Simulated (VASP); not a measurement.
Here is a VASP 6.6.1 calculation.

The input INCAR:

```
SYSTEM = Si
ALGO = Normal
EDIFF = 1E-6
ENCUT = 520
GGA = CA
ISIF = 2
ISMEAR = 0
LASPH = .TRUE.
LCHARG = .TRUE.
LELF = .TRUE.
LREAL = .FALSE.
LVHAR = .TRUE.
LWAVE = .FALSE.
NBANDS = 11
NELM = 100
PREC = Accurate
SIGMA = 0.02
```

File KPOINTS:

```
k-points
0
G
  12 12 12
  0 0 0
```

The input POSCAR:

```
Si
1.0
    0.0000000000      2.7009711439      2.7009711439
    2.7009711439      0.0000000000      2.7009711439
    2.7009711439      2.7009711439      0.0000000000
Si
2
Direct
    0.7500000000      0.7500000000      0.7500000000
    0.5000000000      0.5000000000      0.5000000000
```

Potentials or basis: VASP PAW LDA potentials, release 64 (Si).

Command:

```console
$ cat potpaw_LDA.64/Si/POTCAR > POTCAR
$ mpirun -np 1 vasp_std > vasp.out
```

Question: Predict the pressure.

Answer: 0.0 GPa.

Question: Estimate the band gap on the k mesh.

Answer: 0.44 eV, indirect (least direct gap 2.53 eV).

A k mesh can miss the band edges. A hybrid or GW would open this gap; LDA tends to underestimate it.
